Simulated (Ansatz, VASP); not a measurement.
## W (linear W chain): VASP beside Ansatz

One calculation is typed for both programs; each brings its own data sets. How far apart do they land? The structure shown is the end of the Ansatz relaxation below.

Method: plane waves, with VASP 6.6.1 beside it; single point at PBE, in Ansatz 0.2.0.

## Step 1: Set-up

The cell holds 1 atom: 1 W. Cell: a = 7.500 Å, b = 7.500 Å, c = 2.293 Å, α = 90.0°, β = 90.0°, γ = 90.0°. Vacuum lies along a and b. The structure's axis is c.

## Step 2: Ansatz: relaxation, PBE

Ansatz runs on its default PAW (the set named soft_2) files.

This run makes the geometry at which the two programs are then compared.

The input, input.yaml:

```yaml
crystal:
  lattice:
    - [7.5, 0.0, 0.0]
    - [0.0, 7.5, 0.0]
    - [0.0, 0.0, 3.0132]
  atoms:
    - { symbol: W, position: [0.5, 0.5, 0.0], spin: 2.0 }
magnetization:
  spin_polarized: true
kpoints:
  mp_grid: { grid: [1, 1, 27] }
scf:
  occupations: { method: fermi_dirac, width: 0.05 }
hamiltonian:
  xc: pbe
relax:
  cell: { fix: [a, b, alpha, beta, gamma] }
  max_steps: 60
```

Run with:

```
> ansatz run input.yaml --threads 4 --pin off --max-ram 8192MiB --backend cpu --events-out ev --progress --plain --runs-dir out
```

Numbers of over 12 decimals in the logs are rounded to 6 here.

What it wrote:

```text
Engine: ansatz 0.2.0, aarch64-unknown-linux-gnu
Pseudopotentials: kind: paw
Pseudopotential: W, paw, valence charge 14, recommended cutoff 420 eV (normal), W.paw.azcp
Functional definition: PBE
  parameter kappa = 0.804
  parameter beta = 0.066725
  exchange = pbe_x(kappa = kappa, mu = beta*pi^2/3)
  correlation = pbe_c(beta = beta)
Crystal: 1 atoms, lattice volume = 169.493 Å³
Basis set: ecut = 420 eV, 3323 PW (Γ), exchange–correlation on 108×108×48 points (8 copies of the dense FFT grid, shifted against one another)
Bands: 12, of which v1, the nominal top of the filled ones, is band 7 counted from 1 (6 counted from 0)
Symmetry: 16 space group operations
Space group: P4/mmm (ITA 123), of the structure as read, at distance tolerance 5.5e-5 Å
Magnetic group: BNS 123.339 (UNI 999), of the structure as read, at distance tolerance 5.5e-5 Å
k-points: 14 of 27
Non-local potential: W, projectors of the file, l = 0: 3, l = 1: 2, l = 2: 2, l = 3: 1
PAW form: soft (Blöchl's): semilocal exchange-correlation on the pseudo side does not see the compensation charge
PAW one-centre angular grid: W, 590 points (default); XC on 64 Gauss nodes
Initial density: superposition of atomic densities (neutral atoms: chi_scale 0, normalization atom)
Starting moments: Σ|m| = 2 μB on 1 of 1 site
Initial wavefunctions: pseudopotential atomic-orbital guess
Functional: x = pbe(κ = 0.804, μ = 0.219515), c = pbe(β = 0.066725)
iter 1 solved again at ethr=2.50e-3 eV; its pass at ethr=3.10e-3 eV (dr2=3.50e-1 eV) is discarded
SCF iter   1: F=—  HF=-10377.407496 eV  |F-HF|=—  |Δ(HF+E_count)|=         —  Δρ=1.26e-2 (↑5.89e-3 ↓1.26e-2)  dr2=3.57e-1  dr2_m=1.05e-1  M=2.446 μB ∫|m|=2.446 μB  β_m=0.30  ethr=2.50e-3  ⟨swp⟩=1.0  Hψ=2381  notcnv=0
Mixer restart at iter 1: flushing history
preconditioner: auto → LDOS  [metal: Δε(μ)=0.050 eV  Ē_g=3.305 eV  σ=0.050 eV  W_gap=0.24  n_scr=12 (ndim 8)  ℏωp=7.0 eV  f_vac=0.606  D(μ)=5.45/eV (n_scr^D=42)]
spin=Collinear: LDOS preconditioning applied to the charge; magnetization (m = ρ↑ − ρ↓) channel mixes plain (no charge-response kernel on spin).
SCF iter   2: F=—  HF=-10377.445741 eV  |F-HF|=—  |Δ(HF+E_count)|=   3.82e-2  Δρ=9.43e-3 (↑6.07e-3 ↓9.43e-3)  dr2=1.58e-1  dr2_m=7.77e-2  M=2.594 μB ∫|m|=2.594 μB  β_m=0.64  ethr=2.50e-3  ⟨swp⟩=1.5  Hψ=370  notcnv=0
SCF iter   3: F=—  HF=-10377.892143 eV  |F-HF|=—  |Δ(HF+E_count)|=         —  Δρ=1.53e-2 (↑1.53e-2 ↓1.29e-2)  dr2=1.03e-1  dr2_m=2.78e-1  M=4.028 μB ∫|m|=4.028 μB  β_m=1.00  ethr=1.13e-3  ⟨swp⟩=3.0  Hψ=705  notcnv=0
Mixer restart at iter 3: flushing history
SCF iter   4: F=—  HF=-10377.936932 eV  |F-HF|=—  |Δ(HF+E_count)|=   4.48e-2  Δρ=2.97e-3 (↑2.97e-3 ↓2.20e-3)  dr2=2.26e-2  dr2_m=5.29e-3  M=4.263 μB ∫|m|=4.263 μB  β_m=0.64  ethr=3.57e-4  ⟨swp⟩=2.8  Hψ=809  notcnv=0  defer=8
SCF iter   5: F=—  HF=-10377.939987 eV  |F-HF|=—  |Δ(HF+E_count)|=   3.05e-3  Δρ=1.92e-3 (↑1.70e-3 ↓1.92e-3)  dr2=8.67e-4  dr2_m=4.78e-3  M=4.363 μB ∫|m|=4.363 μB  β_m=0.75  ethr=1.61e-4  ⟨swp⟩=2.4  Hψ=721  notcnv=0  defer=10
SCF iter   6: F=—  HF=-10377.944467 eV  |F-HF|=—  |Δ(HF+E_count)|=   4.48e-3  Δρ=8.91e-4 (↑8.17e-4 ↓8.91e-4)  dr2=1.35e-4  dr2_m=1.08e-3  M=4.403 μB ∫|m|=4.403 μB  β_m=0.88  ethr=6.19e-6  ⟨swp⟩=2.1  Hψ=623  notcnv=0  defer=11
SCF iter   7: F=—  HF=-10377.946323 eV  |F-HF|=—  |Δ(HF+E_count)|=   1.86e-3  Δρ=4.95e-4 (↑4.95e-4 ↓4.48e-4)  dr2=2.50e-5  dr2_m=3.40e-4  M=4.458 μB ∫|m|=4.458 μB  β_m=0.94  ethr=9.64e-7  ⟨swp⟩=2.4  Hψ=641  notcnv=0  defer=11
[...]
preconditioner: auto → LDOS  [metal: Δε(μ)=0.054 eV  Ē_g=5.239 eV  σ=0.050 eV  W_gap=0.26  n_scr=8 (ndim 8)  ℏωp=8.0 eV  f_vac=0.626  D(μ)=3.03/eV (n_scr^D=20)]
spin=Collinear: LDOS preconditioning applied to the charge; magnetization (m = ρ↑ − ρ↓) channel mixes plain (no charge-response kernel on spin).
[...]
SCF iter  10: F=-10379.124400 eV  HF=-10379.124400 eV  |F-HF|=5.40e-10  |Δ(HF+E_count)|=   4.65e-9  Δρ=4.41e-7 (↑3.87e-7 ↓4.41e-7)  dr2=4.25e-10  dr2_m=4.64e-11  M=-0.000 μB ∫|m|=0.000 μB  β_m=0.70  ethr=8.48e-12  ⟨swp⟩=1.4  Hψ=1029  notcnv=0
SCF iter  11: F=-10379.124400 eV  HF=-10379.124400 eV  |F-HF|=2.18e-11  |Δ(HF+E_count)|=  8.24e-10  Δρ=1.04e-7 (↑1.04e-7 ↓6.69e-8)  dr2=1.23e-11  dr2_m=4.64e-12  M=0.000 μB ∫|m|=0.000 μB  ethr=3.04e-12  ⟨swp⟩=1.0  Hψ=970  notcnv=0
the starting moments were not kept: the SCF closed with an absolute magnetisation of 4.8e-6 μB, where they sum to 2 μB in size (1 site). That is at most 0.1 of that sum. Measured as dr2_m measures the in/out step, that magnetisation stands 1.2e-11 eV from none, at or under the dr2_threshold of 1.0e-7 eV: it is no larger than a step whose dr2_m would equal this threshold.
SCF 7 converged in 11 iterations: F = -10379.124400 eV  dr2 = 1.23e-11
relax step   7: F+E_penalty+E_count = -10379.12440007 eV  Δ(F+E_penalty+E_count) = -2.624e-4 eV  max|allowed force component| = 0.000e0 eV/Å  Δτ_max = 0.0000 Å  P = -0.166 GPa  Ω = 128.984 Å³  energy of the carried Pulay correction = +1.534e-3 eV  fix = [a, b, alpha, beta, gamma]  reactions: a -0.231, b -0.231 GPa  (11 SCF iters, dr2 threshold 1.00e-7 eV, accepted)
Basis set: ecut = 420 eV, 2511 PW (Γ), exchange–correlation on 108×108×32 points (8 copies of the dense FFT grid, shifted against one another)
Initial wavefunctions: pseudopotential atomic-orbital guess (no wavefunctions were taken with the density)
iter 1 solved again at ethr=1.04e-7 eV; its pass at ethr=3.10e-3 eV (dr2=1.46e-5 eV) is discarded
SCF iter   1: F=—  HF=-10379.123826 eV  |F-HF|=—  |Δ(HF+E_count)|=         —  Δρ=5.56e-5 (↑5.56e-5 ↓5.56e-5)  dr2=2.25e-6  dr2_m=8.28e-12  M=0.000 μB ∫|m|=0.000 μB  β_m=0.65  ethr=1.04e-7  ⟨swp⟩=3.6  Hψ=3085  notcnv=0
preconditioner: auto → LDOS  [metal: Δε(μ)=0.063 eV  Ē_g=5.235 eV  σ=0.050 eV  W_gap=0.30  n_scr=8 (ndim 8)  ℏωp=8.0 eV  f_vac=0.625  D(μ)=2.96/eV (n_scr^D=20)]
spin=Collinear: LDOS preconditioning applied to the charge; magnetization (m = ρ↑ − ρ↓) channel mixes plain (no charge-response kernel on spin).
SCF iter   2: F=—  HF=-10379.123827 eV  |F-HF|=—  |Δ(HF+E_count)|=   8.96e-7  Δρ=2.00e-5 (↑2.00e-5 ↓1.99e-5)  dr2=3.33e-7  dr2_m=2.68e-12  M=0.000 μB ∫|m|=0.000 μB  β_m=0.61  ethr=1.61e-8  ⟨swp⟩=2.0  Hψ=536  notcnv=0
SCF iter   3: F=—  HF=-10379.123828 eV  |F-HF|=—  |Δ(HF+E_count)|=   2.80e-7  Δρ=3.57e-6 (↑3.57e-6 ↓3.55e-6)  dr2=1.75e-8  dr2_m=7.66e-13  M=0.000 μB ∫|m|=0.000 μB  β_m=0.72  ethr=2.38e-9  ⟨swp⟩=2.6  Hψ=541  notcnv=0
SCF iter   4: F=—  HF=-10379.123828 eV  |F-HF|=—  |Δ(HF+E_count)|=   9.78e-8  Δρ=9.56e-7 (↑9.52e-7 ↓9.56e-7)  dr2=1.92e-9  dr2_m=2.63e-13  M=0.000 μB ∫|m|=0.000 μB  β_m=0.81  ethr=1.25e-10  ⟨swp⟩=2.0  Hψ=424  notcnv=0
SCF iter   5: F=—  HF=-10379.123828 eV  |F-HF|=—  |Δ(HF+E_count)|=   4.35e-9  Δρ=2.81e-7 (↑2.80e-7 ↓2.81e-7)  dr2=2.47e-10  dr2_m=8.36e-14  M=0.000 μB ∫|m|=0.000 μB  β_m=0.84  ethr=1.37e-11  ⟨swp⟩=2.1  Hψ=447  notcnv=0
SCF iter   6: F=—  HF=-10379.123828 eV  |F-HF|=—  |Δ(HF+E_count)|=   8.00e-9  Δρ=8.83e-8 (↑8.64e-8 ↓8.83e-8)  dr2=1.07e-11  dr2_m=3.71e-14  M=0.000 μB ∫|m|=0.000 μB  β_m=0.86  ethr=1.76e-12  ⟨swp⟩=2.0  Hψ=426  notcnv=0
SCF iter   7: F=-10379.123828 eV  HF=-10379.123828 eV  |F-HF|=1.09e-11  |Δ(HF+E_count)|=  8.19e-11  Δρ=2.37e-8 (↑2.37e-8 ↓2.37e-8)  dr2=5.96e-13  dr2_m=5.35e-15  M=0.000 μB ∫|m|=0.000 μB  ethr=1.00e-12  ⟨swp⟩=4.2  Hψ=1291  notcnv=0
the starting moments were not kept: the SCF closed with an absolute magnetisation of 1.5e-6 μB, where they sum to 2 μB in size (1 site). That is at most 0.1 of that sum. Measured as dr2_m measures the in/out step, that magnetisation stands 5.2e-13 eV from none, at or under the dr2_threshold of 1.0e-11 eV: it is no larger than a step whose dr2_m would equal this threshold.
SCF 8 converged in 7 iterations: F = -10379.123828 eV  dr2 = 5.96e-13
relax step   8: F+E_penalty+E_count = -10379.12382760 eV  Δ(F+E_penalty+E_count) = +5.725e-4 eV  max|allowed force component| = 0.000e0 eV/Å  Δτ_max = 0.0000 Å  P = -0.170 GPa  Ω = 128.984 Å³  fix = [a, b, alpha, beta, gamma]  reactions: a -0.234, b -0.234 GPa  stress off target by 4.33e-2 GPa on what of the cell is left free  SCF on the basis re-selected at this cell (its energy is not comparable with the rows above)  (7 SCF iters)
basis re-selected at this cell: Δ(F+E_penalty+E_count) = +5.725e-4 eV, ΔP = -0.004 GPa vs the last step (what re-selecting the basis moved, of the pressure what is left beyond the Pulay correction that the steps carried, after the strain that the cell walked since its last selection, with what the two solves' SCF thresholds leave and, on support functions, any second-order correction that the steps lacked; it is no measure of the basis error at this ecutwfc). The dense FFT grid was sized anew with the basis: this SCF ran on 54×54×16 points, the steps before it on 54×54×24, so part of this shift can come from that change (see relax.cell in the input reference). [rest of the remark cut]
SCF converged after 7 iterations
Magnetization: 0.0000 μB (7.0000 up, 7.0000 down)
Absolute magnetization: 0.0000 μB (∫|ρ↑−ρ↓|, with the PAW one-centre terms)
Spin contamination: 0.0000 ħ² per cell (⟨S²⟩ above its minimum at these occupations)
Per-site moments (μB) at R_I (Å): [(8.465123535009147e-7, 0.945882)]
Free energy (F): -10379.123828 eV
Harris-Foulkes:  -10379.123828 eV  (|F-HF|=1.09e-11)
Internal energy: -10379.100189 eV  (E = F + TS)
E sigma→0 (E₀):  -10379.112008 eV
Entropy (-TS):   -0.023638 eV (-23.638 meV/atom)
Fermi energy:    -1.338717 eV
--- Per-component energies (eV) ---
  E_band       = -403.685229
  E_kinetic    = 445.741416
  E_local      = -2919.809226  (includes V_loc(G=0)·N_el)
  E_nonlocal   = 6.672471
  E_hartree    = 1210.700819
  E_xc         = -261.468049
  E_vxc        = -231.490145  (∫ρ·V_xc dr)
  E_paw        = -8563.764540  (= ΣΔE_a)
  E_vpaw       = -126.201320  (= ΣTr[D̂ρ^β])
  E_aug_tail   = -0.000061  (compensation charges beyond the density's cutoff)
  E_ewald      = -297.173018
  E_smearing   = -0.023638  (= −TS)
  E_closure    = 0.000000  (closes the sum)
  Σ components = -10379.123828   (vs F -10379.123828, Δ=0.00e0)
--- Forces (eV/Å), atoms counted from 1 ---
  atom   1  W      0.00000000     0.00000000     0.00000000
  max |Σ_I F_I| component: 1.01e-28 eV/Å
--- Stress (GPa, compression-positive) ---
       -0.233798       0.000000       0.000000
        0.000000      -0.233798       0.000000
        0.000000       0.000000      -0.043330
  P = ⅓ Tr σ = -0.1703 GPa (-1.703 kbar)
--- Relaxed structure (7 steps of the walk, 7 accepted, 1 SCFs on fresh bases) ---
  F+E_penalty+E_count = -10379.12382760 eV   max|allowed force component| = 0.000e0 eV/Å   (the final SCF, on the basis selected at the relaxed cell)
  cell:  # Å, volume = 128.9839 Å³
    - [7.5, 0.0, 0.0]
    - [0.0, 7.5, 0.0]
    - [0.0, 0.0, 2.293047]
  atoms:
    - { symbol: W, position: [0.5, 0.5, 0.0] }
```

The column dr2 measures how far the density is from self-consistency, as an energy; F and HF (Harris–Foulkes) agree once it is small.

## Step 3: VASP: single point, PBE

The same cell, functional, mesh and smearing now go to VASP, with its own data sets.

Lines of VASP's logs that name or quote its potential files are left out, and so is its time.

The input, INCAR:

```
SYSTEM = W
PREC = Accurate
ENCUT = 600
EDIFF = 1E-06
NELM = 200
ISMEAR = -1
SIGMA = 0.05
LREAL = .FALSE.
ALGO = Normal
GGA = PE
NBANDS = 9
ISPIN = 2
MAGMOM = 0
LASPH = .TRUE.
LMAXMIX = 4
LORBIT = 11
LWAVE = .FALSE.
LCHARG = .FALSE.
ISIF = 2
GGA_COMPAT = .FALSE.
```

The input, POSCAR:

```
W
1.0
    7.5000000000      0.0000000000      0.0000000000
    0.0000000000      7.5000000000      0.0000000000
    0.0000000000      0.0000000000      2.2930469780
W
1
Direct
    0.5000000000      0.5000000000      0.0000000000
```

The input, KPOINTS:

```
Automatic mesh
0
Gamma
1 1 27
0 0 0
```

Potentials, in the order of the species: W (PBE family, release 64).

Run with:

```
> mpirun -np 1 vasp_std
```

What it wrote:

```text
[banner, memory and clock lines left out]
running    1 mpi-ranks, on    1 nodes
 distrk:  each k-point on    1 cores,    1 groups
 distr:  one band on    1 cores,    1 groups

 POSCAR found type information on POSCAR W
 POSCAR found :  1 types and       1 ions
 LDA part: xc-table for (Slater+PW92), standard interpolation
 POSCAR, INCAR and KPOINTS ok, starting setup
 FFT: planning ... GRIDC
 FFT: planning ... GRID_SOFT
 FFT: planning ... GRID
 WAVECAR not read
 entering main loop
       N       E                     dE             d eps       ncg     rms          rms(c)
DAV:   1     0.225518830222E+02    0.22552E+02   -0.20346E+03   504   0.502E+02
DAV:   2    -0.580182522641E+01   -0.28354E+02   -0.24921E+02   879   0.623E+01
DAV:   3    -0.778869214345E+01   -0.19869E+01   -0.19043E+01   554   0.263E+01
DAV:   4    -0.781423247743E+01   -0.25540E-01   -0.25501E-01   657   0.298E+00
DAV:   5    -0.781456967721E+01   -0.33720E-03   -0.33712E-03   659   0.256E-01    0.992E+00
DAV:   6    -0.751944841473E+01    0.29512E+00   -0.10956E-01   534   0.198E+00    0.575E+00
DAV:   7    -0.741326340032E+01    0.10619E+00   -0.26232E-01   508   0.284E+00    0.873E-01
DAV:   8    -0.740924207928E+01    0.40213E-02   -0.53890E-03   602   0.476E-01    0.799E-01
DAV:   9    -0.739407643883E+01    0.15166E-01   -0.14564E-02   526   0.618E-01    0.391E-01
DAV:  10    -0.739458697651E+01   -0.51054E-03   -0.11015E-03   583   0.206E-01    0.238E-01
DAV:  11    -0.739397953336E+01    0.60744E-03   -0.54531E-04   517   0.127E-01    0.768E-02
DAV:  12    -0.739400119243E+01   -0.21659E-04   -0.11033E-04   567   0.551E-02    0.302E-02
DAV:  13    -0.739399994039E+01    0.12520E-05   -0.22946E-05   512   0.356E-02    0.168E-02
DAV:  14    -0.739401598707E+01   -0.16047E-04   -0.14902E-05   509   0.281E-02    0.927E-03
DAV:  15    -0.739401837638E+01   -0.23893E-05   -0.48409E-06   512   0.146E-02    0.109E-02
DAV:  16    -0.739401826621E+01    0.11018E-06   -0.13836E-06   508   0.915E-03
   1 F= -.73940183E+01 E0= -.73816397E+01  d E =-.247570E-01  mag=    -0.0002
```

OUTCAR, selected parts (step 3):

```text
ion  position               nearest neighbor table
   1  0.500  0.500  0.000-

  LATTYP: Found a simple tetragonal cell.
 ALAT       =     7.5000000000
 C/A-ratio  =     0.3057395971

 Subroutine GETGRP returns: Found 16 space group operations
 (whereof 16 operations were pure point group operations)

The static configuration has the point symmetry D_4h.

 Found     14 irreducible k-points:

   k-points           NKPTS =     14   k-points in BZ     NKDIM =     14   number of bands    NBANDS=      9

   dimension x,y,z NGX =    60 NGY =   60 NGZ =   18
   dimension x,y,z NGXF=   120 NGYF=  120 NGZF=   36

   ENCUT  =  600.0 eV  44.10 Ry    6.64 a.u.  14.98 14.98  4.58*2*pi/ulx,y,z

   NELECT =       6.0000    total number of electrons

 k-points in reciprocal lattice and weights: Automatic mesh
   0.00000000  0.00000000  0.00000000       0.037
   0.00000000  0.00000000  0.03703704       0.074
   0.00000000  0.00000000  0.07407407       0.074
   0.00000000  0.00000000  0.11111111       0.074
   0.00000000  0.00000000  0.14814815       0.074
   0.00000000  0.00000000  0.18518519       0.074
   0.00000000  0.00000000  0.22222222       0.074
   0.00000000  0.00000000  0.25925926       0.074
   0.00000000  0.00000000  0.29629630       0.074
[...]
0.00000000  0.00000000  0.44444444       0.074
   0.00000000  0.00000000  0.48148148       0.074

 average (electrostatic) potential at core
       1 -48.4131

 E-fermi :  -3.1723

 spin component 1
 k-point     1 :       0.0000    0.0000    0.0000
  band No.  band energies     occupation
      1      -8.2940      1.00000
      2      -5.2666      1.00000
      3      -3.8408      1.00000
      4      -3.8137      1.00000
      5      -1.0448      0.00000
      6      -1.0448      0.00000
      7       1.1165      0.00000
      8       2.4545      0.00000
      9       2.6055      0.00000

 k-point     2 :       0.0000    0.0000    0.0370
  band No.  band energies     occupation
      1      -8.1520      1.00000
      2      -5.2270      1.00000
      3      -3.8152      1.00000
      4      -3.7883      1.00000
      5      -1.0835      0.00000
      6      -1.0835      0.00000
      7       1.1547      0.00000
      8       2.4678      0.00000
      9       2.4776      0.00000

 k-point     3 :       0.0000    0.0000    0.0741
  band No.  band energies     occupation
      1      -7.7327      1.00000
      2      -5.1069      1.00000
      3      -3.7388      0.99999
      4      -3.7126      0.99998
      5      -1.2207      0.00000
      6      -1.2207      0.00000
      7       1.2690      0.00000
      8       2.1703      0.00000
      9       2.1703      0.00000

 k-point     4 :       0.0000    0.0000    0.1111
  band No.  band energies     occupation
      1      -7.0591      1.00000
      2      -4.9001      1.00000
      3      -3.6136      0.99985
      4      -3.5886      0.99976
      5      -1.5058      0.00000
      6      -1.5058      0.00000
      7       1.4596      0.00000
      8       1.9063      0.00000
      9       1.9063      0.00000

 k-point     5 :       0.0000    0.0000    0.1481
  band No.  band energies     occupation
      1      -6.1801      1.00000
      2      -4.5846      1.00000
      3      -3.4428      0.99555
      4      -3.4195      0.99292
      5      -1.9679      0.00000
      6      -1.9679      0.00000
      7       1.7262      0.00000
      8       1.8039      0.00000
      9       1.8039      0.00000

 k-point     6 :       0.0000    0.0000    0.1852
  band No.  band energies     occupation
      1      -5.2196      1.00000
      2      -4.0752      1.00000
      3      -3.2313      0.76482
      4      -3.2100      0.67998
      5      -2.5717      0.00001
      6      -2.5717      0.00001
      7       1.8932      0.00000
      8       1.8932      0.00000
      9       2.0689      0.00000

  Total       -0.1926960     -0.1926960     -1.9222223      0.0000000      0.0000000      0.0000000
  in kB       -2.3935795     -2.3935795    -23.8769420      0.0000000      0.0000000      0.0000000
  external PRESSURE =      -9.5547003 kB  Pullay stress =       0.0000000 kB

  energy-cutoff  :      600.00
  volume of cell :      128.98
      direct lattice vectors                 reciprocal lattice vectors
     7.500000000  0.000000000  0.000000000     0.133333333  0.000000000  0.000000000
     0.000000000  7.500000000  0.000000000     0.000000000  0.133333333  0.000000000
     0.000000000  0.000000000  2.293046978     0.000000000  0.000000000  0.436100965

 POSITION                                       TOTAL-FORCE (eV/Angst)
 -----------------------------------------------------------------------------------
      3.75000      3.75000      0.00000         0.000000      0.000000      0.000000
 -----------------------------------------------------------------------------------
    total drift:                                0.000000      0.000000     -0.000000

  FREE ENERGIE OF THE ION-ELECTRON SYSTEM (eV)
  ---------------------------------------------------
  free  energy   TOTEN  =        -7.3940182662 eV

  energy  without entropy=       -7.3692612238  energy(sigma->0) =       -7.38163974

 total charge
# of ion       s       p       d       tot
------------------------------------------
    1        0.719   0.216   4.246   5.181

 magnetization (x)
# of ion       s       p       d       tot
------------------------------------------
    1       -0.000  -0.000  -0.000  -0.000

[... 6 further parts left out ...]
```

## Step 4: Comparison

Known differences besides the potentials themselves: the data sets hold 14 valence electrons in Ansatz (on its default PAW (the set named soft_2) files) and 6 in VASP; the cutoff is 420 eV in Ansatz and 600 eV in VASP; Ansatz's pressure holds a Pulay correction, VASP's none. Total energies have different zeros and are not compared.

Compared:

```
      quantity  Ansatz   VASP  difference
pressure (GPa)   -0.17  -0.96       +0.79
```

## Step 5: What came out

| Quantity | Value |
| --- | --- |
| difference in pressure (single point, PBE) | 0.79 GPa |

**Reading.** The difference in pressure is 0.79 GPa (single point, PBE), within the 1 GPa picked in this series as the mark of a large difference. The data sets hold unlike numbers of valence electrons (14 in Ansatz and 6 in VASP), so part of the differences comes from the potentials. How closely two codes agree says nothing of how well the functional describes the real material.

[Lines on the potential files, build, host, timing and source positions are cut from VASP's logs without a mark.]

[Logs are printed without paths, hosts, clocks, repeated set-up lines and the standing remarks that a program may print on its own settings, such as how far it seeks lower states.]

[Hosts, paths, dates, database ids (printed as entryN), source tags and the programs' standing remarks are cut or masked in the printed files.]
